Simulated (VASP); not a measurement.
Here is the system:

```
GeSi
1.0
    3.93955     0.00000     0.00000
   -1.96978     3.41175     0.00000
    0.00000     0.00000     8.81224
Si Ge
2 2
Direct
  0.33333   0.66667   0.25000
  0.66667   0.33333   0.75000
  0.66667   0.33333   0.25000
  0.33333   0.66667   0.75000
```

The numbers are results of PBEsol GGA, VASP's PBE PAW potentials (set 64) (plane waves; VASP), not measurements. Run with 400 eV cut-off, 7×7×3 Γ-centred mesh, tetrahedra with Blöchl corrections, potentials Si Ge_d.

**Question.** Estimate the energy per atom (σ→0).

**Answer.** 
| Quantity | Result |
|---|---|
| energy per atom (σ→0) | -4.633 eV/atom |

Total energies compare only between runs with the same potentials, cut-off and functional.

The structure was generated: SiGe was put into the layered h-BN type type (P6_3/mmc), which need not be its known phase. It was relaxed first, which changed the volume by -9 %.
